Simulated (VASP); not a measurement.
Here is the system:

```xyz
3
Lattice="2.1228 -3.6769 0.0000 2.1228 3.6769 0.0000 0.0000 0.0000 6.9963" Properties=species:S:1:pos:R:3 pbc="T T T"
Mg     4.2457     0.0000     0.0000
I      2.1228     1.2256     1.7058
I      2.1228    -1.2256     5.2904
```

Computed with rev-vdW-DF2, VASP's PBE PAW potentials (set 64) (plane waves; VASP 6.6.1). Numerical set-up: 520 eV cut-off, 6×6×4 Γ-centred mesh, Gaussian smearing of 0.050 eV, potentials Mg I.

Question: The ions and cell shape at fixed volume are relaxed. Which structure does the run end with?

Answer: 
```xyz
3
Lattice="2.1012 -3.6394 0.0000 2.1012 3.6394 0.0000 0.0000 0.0000 7.1409" Properties=species:S:1:pos:R:3 pbc="T T T"
Mg     2.1012     3.6394     0.0000
I      2.1012     1.2131     1.6752
I      2.1012    -1.2131     5.4657
```
Space group P-3m1 (164), at a tolerance of 0.03 Å.

Question: How much energy does the relaxation gain?

Answer: The energy (σ→0) changes by -5.2 meV/atom, in 6 ionic steps.

```tsv
step	E(σ→0) (eV)	max force (eV/Å)	pressure (GPa)	volume (Å³)
1	-3.1181	0.229	-1.60	109.22
2	-3.1227	0.180	-1.47	109.22
3	-3.1303	0.030	-1.05	109.22
4	-3.1307	0.015	-0.92	109.22
5	-3.1329	0.009	-0.84	109.22
6	-3.1339	0.002	-0.74	109.22
```

The compound is MgI2 in the 1T layered structure. This cell is one point of a volume scan, at 1.06 of the reference volume. Symmetry was kept, so distortions that lower it aren't found.
